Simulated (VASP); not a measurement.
# AgW9: core-level shifts, part 4 of 4

Aim: how the core levels of AgW9 differ from atom to atom, with and without the screening of the hole.

VASP 6.6.1, plane waves and PAW; the level of theory is named at each step.

So far. Step 2 (Relaxation): The forces on the free atoms are under 0.05 eV/Å. Step 4 (Core hole, atom W5): This is the reference for holes on W.

## (6) Core hole, atom W4

Level of this step: final-state core hole with the electron kept at the Fermi level, PBE; plane waves and PAW (W, Ag, W) (VASP).

The same hole on the next atom.

Contents of INCAR:

```
SYSTEM = AgW9
PREC = Normal
ENCUT = 330
EDIFF = 1E-05
NELM = 120
ISMEAR = 0
SIGMA = 0.1
LREAL = Auto
ALGO = Fast
GGA = PE
NBANDS = 85
LASPH = .TRUE.
LWAVE = .FALSE.
LCHARG = .FALSE.
KPAR = 2
NCORE = 4
ICORELEVEL = 2
CLNT = 1
CLN = 4
CLL = 3
CLZ = 1
ISIF = 0
```

Contents of POSCAR:

```
AgW9
1.0
    6.3400000000      0.0000000000      0.0000000000
    3.1700000000      4.4830569927      0.0000000000
    0.0000000000      0.0000000000     22.9661139854
W Ag W
1 2 17
Direct
    0.0000000000      0.5000000000      0.6876089291
    0.0000000000      0.0000000000      0.7119373689
    0.0000000000      0.0000000000      0.2880626311
    0.5000000000      0.0000000000      0.6910980114
    0.5000000000      0.5000000000      0.6876089291
    0.7532425600      0.4935148800      0.5974014808
    0.2467574400      0.5064851200      0.5974014808
    0.7502284292      0.0000000000      0.5981141547
    0.2497715708      0.0000000000      0.5981141547
    0.0000000000      0.0000000000      0.5000000000
    0.5000000000      0.0000000000      0.5000000000
    0.0000000000      0.5000000000      0.5000000000
    0.5000000000      0.5000000000      0.5000000000
    0.7532425600      0.4935148800      0.4025985192
    0.2467574400      0.5064851200      0.4025985192
    0.7502284292      0.0000000000      0.4018858453
    0.2497715708      0.0000000000      0.4018858453
    0.5000000000      0.0000000000      0.3089019886
    0.0000000000      0.5000000000      0.3123910709
    0.5000000000      0.5000000000      0.3123910709
```

Contents of KPOINTS:

```
Automatic mesh
0
Gamma
5 5 1
0 0 0
```

PAW data sets: W, Ag and W (PBE family, release 64).

Launch:

```sh
> mpirun -np 8 vasp_std
```

What it wrote:

```text
[... set-up lines as in an earlier step ...]
 entering main loop
       N       E                     dE             d eps       ncg     rms          rms(c)
DAV:   1     0.484369942559E+03    0.48437E+03   -0.41683E+04  2210   0.894E+02
DAV:   2    -0.214260503520E+03   -0.69863E+03   -0.66010E+03  2919   0.244E+02
DAV:   3    -0.279164833490E+03   -0.64904E+02   -0.61909E+02  2727   0.706E+01
DAV:   4    -0.284123116684E+03   -0.49583E+01   -0.48810E+01  3487   0.167E+01
[...]
RMM:  29    -0.257095673180E+03   -0.10763E-04   -0.21758E-06  1022   0.332E-03    0.183E-03
RMM:  30    -0.257095687603E+03   -0.14423E-04   -0.15164E-06   919   0.293E-03    0.168E-03
RMM:  31    -0.257095692393E+03   -0.47896E-05   -0.73368E-07   763   0.255E-03
   1 F= -.25709569E+03 E0= -.25706100E+03  d E =-.693894E-01
```

Run time: 1.8 min. Hardware: 8 MPI ranks of AMD EPYC 7R43, shared host; peak memory 1.4 GiB; 14 min of CPU time.

OUTCAR, selected parts (step 6):

```text
 POSITION                                       TOTAL-FORCE (eV/Angst)
 -----------------------------------------------------------------------------------
      1.58500      2.24153     15.79171        -0.000000     -0.000000     -0.885451
      0.00000      0.00000     16.35043        -0.000000     -0.000000      0.057581
      0.00000      0.00000      6.61568        -0.000000     -0.000000     -0.152442
      3.17000      0.00000     15.87184        -0.000000     -0.000000     -0.006372
      4.75500      2.24153     15.79171        -0.000000     -0.000000     -0.060188
      6.34000      2.21246     13.71999         0.171069      0.011462      0.640427
      3.17000      2.27060     13.71999        -0.171069     -0.011462      0.640427
      4.75645      0.00000     13.73636        -0.064884      0.117545     -0.075414
      1.58355      0.00000     13.73636         0.064884     -0.117545     -0.075414
      0.00000      0.00000     11.48306        -0.000000     -0.000000      0.068932
      3.17000      0.00000     11.48306        -0.000000     -0.000000      0.074796
      1.58500      2.24153     11.48306        -0.000000     -0.000000      0.088067
      4.75500      2.24153     11.48306        -0.000000     -0.000000     -0.097695
      6.34000      2.21246      9.24612         0.015851     -0.000373     -0.049471
[...]
-----------------------------------------------------------------------------------
    total drift:                                0.000001     -0.000001     -0.002853

  FREE ENERGIE OF THE ION-ELECTRON SYSTEM (eV)
  ---------------------------------------------------
  free  energy   TOTEN  =      -257.0956923930 eV

  energy  without entropy=     -257.0263030138  energy(sigma->0) =     -257.06099770

[... 2 parts as in an earlier step ...]

[... 1 further part left out ...]
[key lines of the parts left out:]
E-fermi :   1.4021
```

Against the hole on W5 the energy differs by +0.00 eV.

## (7) Core hole, atom W6

The same hole on the next atom.

INCAR is that of step 6.

POSCAR: that of step 6 with these lines changed.

```diff
@@ -8,3 +8,3 @@
 Direct
-    0.0000000000      0.5000000000      0.6876089291
+    0.7532425600      0.4935148800      0.5974014808
     0.0000000000      0.0000000000      0.7119373689
@@ -12,4 +12,4 @@
     0.5000000000      0.0000000000      0.6910980114
+    0.0000000000      0.5000000000      0.6876089291
     0.5000000000      0.5000000000      0.6876089291
-    0.7532425600      0.4935148800      0.5974014808
     0.2467574400      0.5064851200      0.5974014808
```

KPOINTS is that of step 6.

Launch:

```sh
> mpirun -np 8 vasp_std
```

What it wrote:

```text
[... set-up lines as in an earlier step ...]
 entering main loop
       N       E                     dE             d eps       ncg     rms          rms(c)
DAV:   1     0.488519420283E+03    0.48852E+03   -0.41728E+04  1530   0.895E+02
DAV:   2    -0.213664860723E+03   -0.70218E+03   -0.66301E+03  2023   0.244E+02
DAV:   3    -0.279210205606E+03   -0.65545E+02   -0.62371E+02  1916   0.712E+01
DAV:   4    -0.284252807626E+03   -0.50426E+01   -0.49553E+01  2452   0.169E+01
[...]
RMM:  28    -0.256893453333E+03   -0.27887E-04   -0.42184E-06   834   0.393E-03    0.298E-03
RMM:  29    -0.256893473812E+03   -0.20479E-04   -0.24678E-06   773   0.338E-03    0.162E-03
RMM:  30    -0.256893477296E+03   -0.34836E-05   -0.96084E-07   547   0.253E-03
   1 F= -.25689348E+03 E0= -.25685984E+03  d E =-.672656E-01
```

The job ended after 72 s (8 MPI ranks; peak memory 1.3 GiB; 9.4 min of CPU time).

Parts of OUTCAR (step 7):

```text
 POSITION                                       TOTAL-FORCE (eV/Angst)
 -----------------------------------------------------------------------------------
      6.34000      2.21246     13.71999         0.000000     -0.299900      0.396003
      0.00000      0.00000     16.35043        -0.000000     -0.081647      0.262284
      0.00000      0.00000      6.61568         0.000000     -0.000453     -0.156283
      3.17000      0.00000     15.87184         0.000000      0.044783     -0.104634
      1.58500      2.24153     15.79171        -0.171601     -0.019221     -0.510195
      4.75500      2.24153     15.79171         0.171601     -0.019221     -0.510195
      3.17000      2.27060     13.71999         0.000000      0.054102      0.158555
      4.75645      0.00000     13.73636         0.011802      0.139004      0.029327
      1.58355      0.00000     13.73636        -0.011802      0.139004      0.029327
      0.00000      0.00000     11.48306         0.000000      0.032391      0.105557
      3.17000      0.00000     11.48306         0.000000     -0.061461      0.191596
      1.58500      2.24153     11.48306        -0.057399      0.037325      0.144644
      4.75500      2.24153     11.48306         0.057399      0.037325      0.144644
      6.34000      2.21246      9.24612        -0.000000     -0.006832     -0.042260
[...]
-----------------------------------------------------------------------------------
    total drift:                               -0.000011     -0.006455     -0.000484

  FREE ENERGIE OF THE ION-ELECTRON SYSTEM (eV)
  ---------------------------------------------------
  free  energy   TOTEN  =      -256.8934772958 eV

  energy  without entropy=     -256.8262117422  energy(sigma->0) =     -256.85984452

[... 2 parts as in an earlier step ...]

[... 1 further part left out ...]
[key lines of the parts left out:]
E-fermi :   1.4053
```

Against the hole on W5 the energy differs by +0.20 eV.

## (8) Summary

This step: core-level shifts, PBE; plane waves and PAW (VASP 6.6.1).

No new run; the numbers come from the runs before.

A positive shift is a higher binding energy. Cost is wall time times ranks on a shared host. Core-level shifts:

| atom | region | shell | Kohn-Sham level below the Fermi level (eV) | initial-state shift (eV) | final-state shift (eV) | shifts are from | cost (core minutes) |
| --- | --- | --- | --- | --- | --- | --- | --- |
| W5 | layer 1 | 4f | 28.5 | 0 | 0 | W5 | 12.8 |
| W4 | layer 1 | 4f | 28.5 | 0 | 5.34e-5 | W5 | 14.53 |
| W6 | layer 2 | 4f | 28.37 | -0.128 | 0.2012 | W5 | 9.6 |

## (9) What came out

```json
{
  "W6 4f (layer 2), from W5": "initial state -0.13 eV, final state +0.20 eV"
}
```

**Reading.** Against W5, W6 is shifted by -0.13 eV in the initial state and by +0.20 eV with the hole, a change of sign (energies extrapolated to zero smearing). W4 has the level of the reference atom in both states, as equivalent sites do. Only these atoms were given a hole, so other sites aren't ranked. The difference of the two pictures holds the screening of the hole, but also the cell's limits: holes repeat 5.5 Å apart, and the electron from the core stays in the cell. Cell size, mesh and smearing weren't varied between the hole runs, and no dipole correction was applied to the slab. On their mesh the free atoms carry forces of up to 0.18 eV/Å, since the relaxation used another. The other core electrons are frozen, spin-orbit splitting and multiplets are absent, and only shifts between atoms of one element are meaningful. Not tabulated here, as repeats of values shown or as unfit to read for their mesh, reference level or band range: core levels (core hole).

[Lines on the potential files, build, host, timing and source positions are cut from VASP's logs without a mark.]

[Logs are printed without paths, hosts, clocks, repeated set-up lines and the standing remarks that a program may print on its own settings, such as how far it seeks lower states.]

[Hosts, paths, dates, database ids (printed as entryN), source tags and the programs' standing remarks are cut or masked in the printed files.]
